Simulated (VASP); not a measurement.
Consider the following.

```yaml
crystal:
  lattice:
    - [0.00000, 2.85368, 2.85368]
    - [2.85368, 0.00000, 2.85368]
    - [2.85368, 2.85368, 0.00000]
  atoms:
    - { symbol: Ga, position: [0.00000, 0.00000, 0.00000] }
    - { symbol: As, position: [0.25000, 0.25000, 0.25000] }
```

All values below come from optB86b-vdW, VASP's PBE PAW potentials (set 64) (plane waves; VASP). Run with 520 eV cut-off, 7×7×7 Γ-centred mesh, Gaussian smearing of 0.050 eV, potentials Ga_d As.

What does the run give for the energy per atom (σ→0), band gap (on the k-mesh) with the smallest direct gap where there is one?

```json
{
  "band gap (on the k-mesh)": "0.22 eV",
  "smallest direct gap (on the k-mesh)": "0.22 eV",
  "energy per atom (σ→0)": "-1.717 eV/atom"
}
```

The compound is GaAs in the zinc blende structure. It was relaxed first. The start is the result of an earlier pass.
